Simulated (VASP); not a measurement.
A run of VASP 6.6.1:

The input INCAR:

```
SYSTEM = TaAs
  ALGO = Normal
  EDIFF = 1E-7
  EDIFFG = -0.005
  ENCUT = 600
  GGA = PE
  IBRION = 2
  ISIF = 3
  ISMEAR = 1
  KPAR = 2
  LASPH = .TRUE.
  LCHARG = .FALSE.
  LREAL = .FALSE.
  LWAVE = .FALSE.
  NELM = 80
  NSW = 90
  PREC = Accurate
  SIGMA = 0.1
```

KPOINTS

```
k-points
0
G
  16 16 16
  0 0 0
```

Contents of POSCAR:

```
TaAs                                    
1.0
   -1.7331019654      1.7331019654      5.8705647330
    1.7331019654     -1.7331019654      5.8705647330
    1.7331019654      1.7331019654     -5.8705647330
  Ta              As            
     2     2
Direct
     0.5001504738497484    0.0001504738497484    0.5000000000000000
     0.7501504738497484    0.7501504738497484    0.0000000000000000
     0.0824489461502527    0.5824489461502527    0.5000000000000000
     0.3324489461502527    0.3324489461502527    0.0000000000000000
```

Potentials or basis: VASP PAW PBE potentials, release 64 (Ta_pv, As).

Command:

```sh
$ cat potpaw_PBE.64/Ta_pv/POTCAR potpaw_PBE.64/As/POTCAR > POTCAR
$ mpirun -np 2 vasp_std > vasp.out
```

Hardware: 2 MPI ranks on Intel(R) Xeon(R) 6975P-C (Granite Rapids), with other jobs on the host.

Task: Estimate the wall time of this run.

Result: Wall time 7.8 min on 2 MPI ranks on Intel(R) Xeon(R) 6975P-C (Granite Rapids) (shared host), peak memory 0.85 GiB a rank. Counts: scf iterations 18, k points 349, ion steps 2.
